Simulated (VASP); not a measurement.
Consider the following.

```xyz
2
Lattice="-3.1441 3.1342 3.1342 1.5721 -1.5753 1.5753 1.5721 1.5753 -1.5753" Properties=species:S:1:pos:R:3 pbc="T T T"
W      0.0000     0.0000     0.0000
Mo    -1.5721     1.5671     1.5671
```

Method: PBEsol GGA, VASP's PBE PAW potentials (set 64) (plane waves; VASP). Settings: 400 eV cut-off, 9×18×18 Γ-centred mesh, tetrahedra with Blöchl corrections, potentials W_sv Mo_sv.

Unless said otherwise, spin-orbit coupling is left out, though it shifts the bands of the heavy elements here.

Problem. What does the run give for the energy per atom (σ→0), band gap (on the k-mesh) with the smallest direct gap where there is one?

Solution. 
```
Property                                                     Value
------------------------  ----------------------------------------
band gap (on the k-mesh)  none (metal, semimetal or under 0.01 eV)
energy per atom (σ→0)                              -12.792 eV/atom
```

Only differences to runs with the same potentials and settings are physical.

The structure was generated: MoW was put into an ordered model structure (Cmmm), which need not be its known phase. It was relaxed first.
